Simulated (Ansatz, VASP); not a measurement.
**YbSiAu in two plane-wave programs**

One calculation is typed for both programs; each brings its own data sets and cutoff. How far apart do they land?

Program: Ansatz 0.2.0. Level of theory: plane waves, with VASP 6.6.1 beside it; single point at r2SCAN. Results are calculated unless marked as measured.

### Step 1. Starting point

Symmetry: Imm2, No. 44, orthorhombic system. Conventional cell: a = 4.397 Å, b = 7.023 Å, c = 7.572 Å, α = 90.00°, β = 90.00°, γ = 90.00°. Nearest to Au lie 3 Si at 2.54 to 2.62 Å and 6 Yb at 2.98 to 3.20 Å and 1 Au at 3.12 Å. Yb has 6 Au at 2.98 to 3.10 Å and 6 Si at 3.07 to 3.28 Å nearest. Nearest to Yb lie 6 Si at 2.98 to 3.15 Å and 6 Au at 3.10 to 3.20 Å. Si has 3 Au at 2.54 to 2.62 Å and 1 Si at 2.60 Å and 6 Yb at 2.98 to 3.28 Å nearest. Farther neighbours are not listed.

Structure file:

```xyz
6
Lattice="-2.1985 3.5115 3.7860 2.1985 -3.5115 3.7860 2.1985 3.5115 -3.7860" Properties=species:S:1:pos:R:3 pbc="T T T"
Au    0.0000    5.4653    0.0432
Au    0.0000    1.5577    0.0432
Yb    2.1985    0.0000    1.5727
Yb    0.0000    0.0000    4.8241
Si    2.1985    1.2993   -1.2039
Si    0.0000    2.2122    2.5821
```

### Step 2. VASP: single point, r2SCAN

With cell and atoms fixed, the geometry can't cause a difference; cores, projectors, grids and the points listed under the comparison can.

Lines of VASP's logs that name or quote its potential files are left out, and so is its time.

Contents of INCAR:

```
SYSTEM = YbSiAu
PREC = Accurate
ENCUT = 420
EDIFF = 1E-06
NELM = 150
ISMEAR = 1
SIGMA = 0.05
LREAL = .FALSE.
ALGO = Normal
METAGGA = R2SCAN
LASPH = .TRUE.
NBANDS = 50
ISPIN = 2
MAGMOM = 0 0 1 1 0 0
LMAXMIX = 6
AMIX = 0.2
BMIX = 1E-04
AMIX_MAG = 0.8
BMIX_MAG = 1E-04
LORBIT = 11
LWAVE = .FALSE.
LCHARG = .TRUE.
KPAR = 2
```

Contents of POSCAR:

```
YbSiAu
1.0
   -2.1985000000      3.5115000000      3.7860000000
    2.1985000000     -3.5115000000      3.7860000000
    2.1985000000      3.5115000000     -3.7860000000
Au Yb Si
2 2 2
Direct
    0.7839000000      0.0057000000      0.7782000000
    0.2275000000      0.0057000000      0.2218000000
    0.2077000000      0.7077000000      0.5000000000
    0.6371000000      0.6371000000      0.0000000000
    0.0260000000      0.3410000000      0.6850000000
    0.6560000000      0.3410000000      0.3150000000
```

Contents of KPOINTS:

```
Automatic mesh
0
Gamma
5 5 5
0 0 0
```

PAW data sets: Au, Yb and Si (PBE family, release 64).

Command:

```bash
$ mpirun -np 2 vasp_std
```

Numbers of over 12 decimals in the logs are rounded to 6 here.

Log:

```text
[banner, memory and clock lines left out]
running    2 mpi-ranks, on    1 nodes
 distrk:  each k-point on    1 cores,    2 groups
 distr:  one band on    1 cores,    1 groups

 POSCAR found type information on POSCAR AuYbSi
 POSCAR found :  3 types and       6 ions
|                                                                             |
|               ----> ADVICE to this user running VASP <----                  |
|                                                                             |
|     You enforced a specific xc type in the INCAR file but a different       |
|     [... a line on the potential file left out ...]
|     I HOPE YOU KNOW WHAT YOU ARE DOING!                                     |
|                                                                             |

 LDA part: xc-table for (None), standard interpolation
 POSCAR, INCAR and KPOINTS ok, starting setup
 FFT: planning ... GRIDC
 FFT: planning ... GRID_SOFT
 FFT: planning ... GRID
 WAVECAR not read
 entering main loop
       N       E                     dE             d eps       ncg     rms          rms(c)
DAV:   1     0.441037160196E+03    0.44104E+03   -0.24972E+04  8636   0.821E+03
DAV:   2    -0.846236278380E+02   -0.52566E+03   -0.48637E+03  8646   0.109E+03
DAV:   3    -0.189107662395E+03   -0.10448E+03   -0.99369E+02  6976   0.239E+02
DAV:   4    -0.206491885182E+03   -0.17384E+02   -0.17030E+02  9704   0.922E+01
DAV:   5    -0.211164816787E+03   -0.46729E+01   -0.46482E+01 10624   0.396E+01    0.535E+01
DAV:   6    -0.194386669392E+03    0.16778E+02   -0.19053E+01  9912   0.713E+01    0.352E+01
DAV:   7    -0.196497606000E+03   -0.21109E+01   -0.23342E+01  9352   0.187E+02    0.332E+01
DAV:   8    -0.195987714376E+03    0.50989E+00   -0.23987E+01  8552   0.791E+01    0.230E+01
DAV:   9    -0.194597202313E+03    0.13905E+01   -0.30442E+00  8408   0.857E+01    0.158E+01
DAV:  10    -0.194766886657E+03   -0.16968E+00   -0.20939E+00  9608   0.219E+01    0.114E+01
DAV:  11    -0.195327010119E+03   -0.56012E+00   -0.68370E+00  8704   0.680E+01    0.765E+00
DAV:  12    -0.194924986197E+03    0.40202E+00   -0.71017E-01  9176   0.290E+01    0.756E+00
DAV:  13    -0.194867033715E+03    0.57952E-01   -0.15327E-01 10304   0.631E+00    0.697E+00
DAV:  14    -0.194923570100E+03   -0.56536E-01   -0.40515E-01  9304   0.143E+01    0.645E+00
[...]
DAV:  30    -0.194695706037E+03   -0.60490E-04   -0.72922E-05  8536   0.499E-01    0.368E-01
DAV:  31    -0.194695379206E+03    0.32683E-03   -0.32345E-04  8600   0.822E-01    0.338E-01
DAV:  32    -0.194695439064E+03   -0.59858E-04   -0.24735E-04  9856   0.897E-01    0.317E-01
DAV:  33    -0.194695440115E+03   -0.10518E-05   -0.64617E-05  8976   0.428E-01    0.343E-01
DAV:  34    -0.194695396664E+03    0.43452E-04   -0.73774E-05  8526   0.326E-01    0.309E-01
DAV:  35    -0.194695390588E+03    0.60758E-05   -0.37550E-05  9808   0.194E-01    0.264E-01
DAV:  36    -0.194695391729E+03   -0.11406E-05   -0.11319E-05  7408   0.282E-02    0.276E-01
DAV:  37    -0.194695391577E+03    0.15111E-06   -0.12763E-06  4344   0.861E-03
   1 F= -.19469539E+03 E0= -.19469502E+03  d E =-.112248E-02  mag=     0.1995
```

OUTCAR, selected parts (step 2):

```text
ion  position               nearest neighbor table
   1  0.784  0.006  0.778-   6 2.54   6 2.54   5 2.62   3 2.98   3 3.10   3 3.10   4 3.10   4 3.10
                             2 3.12   4 3.20
   2  0.227  0.006  0.222-   5 2.54   5 2.54   6 2.62   3 2.98   3 3.10   3 3.10   4 3.10   4 3.10
                             1 3.12   4 3.20
   3  0.208  0.708  0.500-   2 2.98   1 2.98   5 3.07   6 3.07   1 3.10   1 3.10   2 3.10   2 3.10
                             5 3.28   6 3.28   5 3.28   6 3.28   4 3.55   4 3.55
   4  0.637  0.637  0.000-   6 2.98   6 2.98   5 2.98   5 2.98   1 3.10   2 3.10   2 3.10   1 3.10
                             6 3.15   5 3.15   2 3.20   1 3.20   3 3.55   3 3.55
   5  0.026  0.341  0.685-   2 2.54   2 2.54   6 2.60   1 2.62   4 2.98   4 2.98   3 3.07   4 3.15
                             3 3.28   3 3.28
   6  0.656  0.341  0.315-   1 2.54   1 2.54   5 2.60   2 2.62   4 2.98   4 2.98   3 3.07   4 3.15
                             3 3.28   3 3.28

  LATTYP: Found a body centered orthorhombic cell.
 ALAT       =     4.3970000000
 B/A-ratio  =     1.5972253809
 C/A-ratio  =     1.7220832386

 Subroutine GETGRP returns: Found  4 space group operations
 (whereof  4 operations were pure point group operations)

The static configuration has the point symmetry C_2v.

 Found     27 irreducible k-points:

   k-points           NKPTS =     27   k-points in BZ     NKDIM =     27   number of bands    NBANDS=     50

   dimension x,y,z NGX =    40 NGY =   40 NGZ =   40
   dimension x,y,z NGXF=    80 NGYF=   80 NGZF=   80

   ENCUT  =  420.0 eV  30.87 Ry    5.56 a.u.   9.38  9.38  9.38*2*pi/ulx,y,z

   NELECT =      78.0000    total number of electrons

 k-points in reciprocal lattice and weights: Automatic mesh
   0.00000000  0.00000000  0.00000000       0.008
   0.20000000 -0.00000000  0.00000000       0.032
   0.40000000  0.00000000  0.00000000       0.032
   0.00000000  0.20000000  0.00000000       0.032
   0.20000000  0.20000000  0.00000000       0.064
   0.40000000  0.20000000  0.00000000       0.064
  -0.40000000  0.20000000 -0.00000000       0.064
  -0.20000000  0.20000000 -0.00000000       0.032
   0.00000000  0.40000000  0.00000000       0.032
[...]
0.40000000 -0.40000000  0.40000000       0.016
  -0.40000000 -0.40000000  0.40000000       0.016

 average (electrostatic) potential at core
       1 -73.5926       2 -73.5926       3 -36.5929       4 -36.5768       5 -86.0856
       6 -86.0856

 E-fermi :   6.6066

 spin component 1
 k-point     1 :       0.0000    0.0000    0.0000
  band No.  band energies     occupation
    ...
     35       6.2291      1.00000
     36       6.2471      1.00000
     37       6.2528      1.00000
     38       6.2534      1.00000
     39       6.2564      1.00000
     40       6.7114     -0.00577
     41       7.1031     -0.00000
     42       8.9184      0.00000
     43       9.2324      0.00000
     44       9.3671      0.00000
    ...

 k-point     2 :       0.2000   -0.0000    0.0000
  band No.  band energies     occupation
    ...
     36       6.2491      1.00000
     37       6.2519      1.00000
     38       6.3036      1.00000
     39       6.3488      1.00000
     40       6.5601      1.01608
     41       7.6469      0.00000
     42       8.2426      0.00000
     43       9.0298      0.00000
     44       9.5694      0.00000
     45       9.8336      0.00000
    ...

 k-point     3 :       0.4000    0.0000    0.0000
  band No.  band energies     occupation
    ...
     35       6.2425      1.00000
     36       6.2599      1.00000
     37       6.2731      1.00000
     38       6.3032      1.00000
     39       6.5640      1.00189
     40       6.8057     -0.00000
     41       7.6595      0.00000
     42       8.1897      0.00000
     43       9.1637      0.00000
     44       9.4017      0.00000
    ...

 k-point     4 :       0.0000    0.2000    0.0000
  band No.  band energies     occupation
    ...
     36       6.2457      1.00000
     37       6.2468      1.00000
     38       6.2592      1.00000
     39       6.2631      1.00000
     40       6.5924      0.72934
     41       7.5618     -0.00000
     42       8.8167      0.00000
     43       8.8949      0.00000
     44       9.7806      0.00000
     45      10.3104      0.00000
    ...

 k-point     5 :       0.2000    0.2000    0.0000
  band No.  band energies     occupation
    ...
     35       6.2370      1.00000
     36       6.2462      1.00000
     37       6.2566      1.00000
     38       6.2707      1.00000
     39       6.3031      1.00000
     40       6.7856     -0.00000
     41       7.7507      0.00000
     42       8.3241      0.00000
     43       9.1243      0.00000
     44       9.8740      0.00000
    ...

 k-point     6 :       0.4000    0.2000    0.0000
  band No.  band energies     occupation
    ...
     35       6.2379      1.00000
     36       6.2544      1.00000
     37       6.2700      1.00000
     38       6.2844      1.00000
     39       6.3376      1.00000
     40       6.9180     -0.00000
     41       8.0128      0.00000
     42       8.4488      0.00000
     43       8.9681      0.00000
     44       9.7028      0.00000
    ...

  Total       -0.6571775     -0.3472272     -0.7093111      0.0000000      0.0000000      0.0000000
  in kB       -9.0060327     -4.7584401     -9.7204772      0.0000000      0.0000000      0.0000000
  external PRESSURE =      -7.8283167 kB  Pullay stress =       0.0000000 kB

  energy-cutoff  :      420.00
  volume of cell :      116.91
      direct lattice vectors                 reciprocal lattice vectors
    -2.198500000  3.511500000  3.786000000     0.000000000  0.142389292  0.132065504
     2.198500000 -3.511500000  3.786000000     0.227427792  0.000000000  0.132065504
     2.198500000  3.511500000 -3.786000000     0.227427792  0.142389292  0.000000000

 POSITION                                       TOTAL-FORCE (eV/Angst)
 -----------------------------------------------------------------------------------
     -0.00000      5.46530      0.04316         0.000000     -0.059887      0.170490
      0.00000      1.55770      0.04316        -0.000000      0.059887      0.170490
      2.19850      0.00000      1.57270         0.000000      0.000000      0.017815
      0.00000      0.00000      4.82412         0.000000      0.000000      0.029346
      2.19850      1.29926     -1.20395         0.000000     -0.081992     -0.194070
      0.00000      2.21224      2.58205         0.000000      0.081992     -0.194070
 -----------------------------------------------------------------------------------
    total drift:                                0.000006      0.000001      0.008504

  FREE ENERGIE OF THE ION-ELECTRON SYSTEM (eV)
  ---------------------------------------------------
  free  energy   TOTEN  =      -194.6953915774 eV

  energy  without entropy=     -194.6942690974  energy(sigma->0) =     -194.69501742

 total charge
# of ion       s       p       d       f       tot
--------------------------------------------------
    1        0.713   0.532   8.609   0.000   9.853
    2        0.713   0.532   8.609   0.000   9.853
    3        2.126   6.000   0.333  13.588  22.047
    4        2.119   6.003   0.374  13.571  22.067
    5        0.747   0.877   0.000   0.000   1.624
    6        0.747   0.877   0.000   0.000   1.624
--------------------------------------------------
tot          7.165  14.821  17.924  27.159  67.068

 magnetization (x)
# of ion       s       p       d       f       tot
--------------------------------------------------
    1        0.000   0.010  -0.000   0.000   0.010
    2        0.000   0.010  -0.000   0.000   0.010
    3        0.001   0.003   0.008   0.045   0.057
    4        0.001   0.001   0.007   0.048   0.056
    5       -0.000   0.002   0.000   0.000   0.001
    6       -0.000   0.002   0.000   0.000   0.001
--------------------------------------------------
tot          0.003   0.026   0.014   0.093   0.136

[... 6 further parts left out ...]
```

The run ends at a pressure of -0.78 GPa, with forces up to 0.21 eV/Å.

(Continued in part 2 of 2.)

[Lines on the potential files, build, host, timing and source positions are cut from VASP's logs without a mark.]

[Logs are printed without paths, hosts, clocks, repeated set-up lines and the standing remarks that a program may print on its own settings, such as how far it seeks lower states.]

[Hosts, paths, dates, database ids (printed as entryN), source tags and the programs' standing remarks are cut or masked in the printed files.]
